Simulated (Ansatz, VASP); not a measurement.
# Si: VASP beside Ansatz

```xyz
2
Lattice="0.0000 2.8696 2.5117 2.7211 0.0000 2.5117 2.7211 2.8696 0.0000" Properties=species:S:1:pos:R:3 pbc="T T T"
Si    2.7211    2.8696    2.5117
Si    4.0816    4.3044    3.7676
```

Change from the starting cell: strain +e along x and -e along y -0.0275, strain +e along z and -e/2 along x and y -0.0700.

Alike in both runs: task single point; functional LDA; k mesh 12 × 12 × 12; occupations gaussian, width 0.05 eV; no spin polarisation.

|  | VASP | Ansatz |
| --- | --- | --- |
| version | VASP 6.6.1 | Ansatz 0.2.0 |
| potentials or method | VASP PAW LDA potentials, release 64 (Si) | scalar-relativistic, plane waves, PAW |
| plane-wave cutoff (eV) | 520 | 420 |
| valence electrons in the cell | 8 | 8 |

|  | VASP | Ansatz | Ansatz less VASP |
| --- | --- | --- | --- |
| gap on the k mesh at the Fermi level (eV) | none | none | - |
| pressure (GPa) | -0.1 | -0.1 | -0.05 |
| largest component of the traceless stress (GPa) | 6.12 | 6.12 | +0.001 |

A gap of «none» marks a metal or a gap that the smearing closes. Ansatz warned: «pseudo_functional_mismatch».
